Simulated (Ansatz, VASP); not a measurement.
Y3Sc in VASP and in Ansatz

```
CELL_PARAMETERS angstrom
4.95320 0.00000 0.00000
0.00000 4.95320 0.00000
0.00000 0.00000 4.95320
ATOMIC_POSITIONS crystal
Y 0.00000 0.50000 0.50000
Y 0.50000 0.00000 0.50000
Y 0.50000 0.50000 0.00000
Sc 0.00000 0.00000 0.00000
```

Alike in both runs: functional PBE; k mesh 10 × 10 × 10; occupations gaussian, width 0.1 eV; no spin polarisation.

Ansatz relaxed the structure, and its values are those at the end. VASP's run is a single point on that final structure, the one shown.

|  | VASP | Ansatz |
| --- | --- | --- |
| version | VASP 6.6.1 | Ansatz 0.2.0 |
| potentials or method | VASP PAW PBE potentials, release 64 (Y_sv, Sc_sv) | scalar-relativistic, plane waves, PAW |
| plane-wave cutoff (eV) | 520 | 420 |
| valence electrons in the cell | 44 | 44 |

VASP gave:

* gap on the k mesh at the Fermi level (eV): none
* pressure (GPa): -0.1

Which values does Ansatz return?

gap on the k mesh at the Fermi level (eV): none; pressure (GPa): 0.0.

A gap of «none» marks a metal or a gap that the smearing closes. With one functional, cell and mesh, what is left measures potentials, basis and numerics.
